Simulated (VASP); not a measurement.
Energy against volume of MnO2 (rutile). The numbers are results of LDA (Ceperley-Alder, Perdew-Zunger), VASP's LDA PAW potentials (set 64) (plane waves; VASP), not measurements. Numerical set-up: 520 eV cut-off, 7×7×11 Γ-centred mesh, first-order Methfessel-Paxton smearing of 0.10 eV, potentials Mn_pv O.

Shape and ions are relaxed at each volume.

```json
[
 {"V (Å³/atom)": "8.189", "E (eV/atom)": "-8.84642"},
 {"V (Å³/atom)": "8.450", "E (eV/atom)": "-8.86993"},
 {"V (Å³/atom)": "8.711", "E (eV/atom)": "-8.87754"},
 {"V (Å³/atom)": "8.973", "E (eV/atom)": "-8.87174"}
]
```

### Question
Fit these four points and predict the energy of the run at 9.234 Å³/atom.

### Answer
A cubic in V^(−2/3), the third-order Birch-Murnaghan form, passes through the four points with V0 = 8.72 Å³/atom and B0 = 272 GPa, and gives -8.8547 eV/atom there. The run gave -8.8547 eV/atom, +0.0 meV/atom from the fit; all five points give B0 = 271 GPa.

The compound is MnO2 in the rutile structure. It was relaxed first, which changed the volume by -6 %.
